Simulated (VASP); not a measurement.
All values below come from PBE GGA, VASP's PBE PAW potentials (set 64) (plane waves; VASP).

VASP ran on this input.

**POSCAR**
```
BN
1
    1.2663536839    -2.1933891423    -0.0000000000
    1.2663536839     2.1933891423     0.0000000000
    0.0000000000     0.0000000000     4.1885400589
B N
2 2
Direct
  0.6666670000   0.3333330000   0.5002537141
  0.3333330000   0.6666670000   0.0002537141
  0.6666670000   0.3333330000   0.8747462859
  0.3333330000   0.6666670000   0.3747462859
```

File KPOINTS:
```
Automatic mesh
0
Gamma
  10 10 5
```

INCAR:
```
ALGO = Normal
EDIFF = 1E-6
EDIFFG = -0.02
ENCUT = 620
GGA = PE
IBRION = 2
ISIF = 3
ISMEAR = 0
LASPH = .TRUE.
LCHARG = .FALSE.
LREAL = .FALSE.
LWAVE = .FALSE.
NELM = 100
NSW = 40
PREC = Accurate
PSTRESS = 100
SIGMA = 0.05
SYSTEM = BN
```

POTCAR, in this order: B N (PBE.64 set). Program: vasp_std.

What VASP printed:

### OSZICAR
```
       N       E                     dE             d eps       ncg     rms          rms(c)
DAV:   1     0.597794792093E+02    0.59779E+02   -0.97096E+03  1016   0.149E+03
DAV:   2    -0.339329398274E+02   -0.93712E+02   -0.86562E+02  1392   0.325E+02
DAV:   3    -0.367981674247E+02   -0.28652E+01   -0.28548E+01  1340   0.565E+01
DAV:   4    -0.368171047590E+02   -0.18937E-01   -0.18925E-01  1252   0.462E+00
DAV:   5    -0.368173556056E+02   -0.25085E-03   -0.25080E-03  1312   0.496E-01    0.958E+00
DAV:   6    -0.350038045667E+02    0.18136E+01   -0.47720E+00  1264   0.196E+01    0.459E+00
DAV:   7    -0.348530372556E+02    0.15077E+00   -0.24703E-01  1244   0.550E+00    0.273E+00
DAV:   8    -0.348224225273E+02    0.30615E-01   -0.75383E-02  1136   0.262E+00    0.238E-01
DAV:   9    -0.348213438804E+02    0.10786E-02   -0.26149E-03  1268   0.621E-01    0.129E-01
DAV:  10    -0.348216018295E+02   -0.25795E-03   -0.38087E-04  1216   0.200E-01    0.273E-02
DAV:  11    -0.348216058260E+02   -0.39965E-05   -0.67723E-05  1272   0.756E-02    0.140E-02
DAV:  12    -0.348216067114E+02   -0.88536E-06   -0.82528E-06  1260   0.287E-02
   1 F= -.33369319E+02 E0= -.33369319E+02  d E =-.333693E+02
```

### OUTCAR
```
------------------------ aborting loop because EDIFF is reached ----------------------------------------
  FORCE on cell =-STRESS in cart. coord.  units (eV):
  Direction    XX          YY          ZZ          XY          YZ          ZX
  --------------------------------------------------------------------------------------
  Total        1.4489666      1.4489669      1.4627725      0.0000000      0.0000000      0.0000000
  in kB       99.7712861     99.7713063    100.7219198      0.0000000      0.0000000      0.0000000
  external PRESSURE =       0.0881707 kB  Pullay stress =     100.0000000 kB
  volume of cell :       23.27
      direct lattice vectors                 reciprocal lattice vectors
     1.266353684 -2.193389142  0.000000000     0.394834402 -0.227957725  0.000000000
     1.266353684  2.193389142  0.000000000     0.394834402  0.227957725  0.000000000
     0.000000000  0.000000000  4.188540059     0.000000000  0.000000000  0.238746672
  FREE ENERGIE OF THE ION-ELECTRON SYSTEM (eV)
  ---------------------------------------------------
  free  energy   TOTEN  =       -34.8216067114 eV

  energy  without entropy=      -34.8216067114  energy(sigma->0) =      -34.82160671
  enthalpy is  TOTEN    =       -33.3693185604 eV   P V=        1.4522881510

 reached required accuracy - stopping structural energy minimisation
```
(Selected blocks of OUTCAR.)

The compound is BN in the wurtzite structure, a metastable high-pressure form. It was relaxed first under an external pressure of 10 GPa.
